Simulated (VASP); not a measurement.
Consider the following.

```
Pt3Ti
1.0
    3.95321     0.00000     0.00000
    0.00000     3.95321     0.00000
    0.00000     0.00000     3.95321
Ti Pt
1 3
Direct
  0.00000   0.00000   0.00000
  0.00000   0.50000   0.50000
  0.50000   0.00000   0.50000
  0.50000   0.50000   0.00000
```

Level of theory: optB88-vdW, VASP's PBE PAW potentials (set 64) (plane waves; VASP). Settings: 520 eV cut-off, 8×8×8 Γ-centred mesh, first-order Methfessel-Paxton smearing of 0.10 eV, potentials Ti_sv Pt.

**Question.** Give the energy at these volumes per atom, relative to the lowest: 14.51, 14.97, 15.44, 15.90, 16.36 Å³.

**Answer.** 47.1, 11.3, 0.0, 9.2, 35.5 meV/atom. A third-order Birch-Murnaghan fit gives B0 = 235 GPa and B0′ = 5.0.

Measured: a 3.916 Å (computed value off by +0.9 %), as given by Molecular Dynamics Simulations of PtTi High-Temperature Shape Memory Alloys Based on a Modified Embedded-Atom Method …. The calculation is for a static lattice, while the measured a holds thermal and zero-point effects, which are part of the difference.

The compound is Pt3Ti in the L1_2 structure. It was relaxed first.
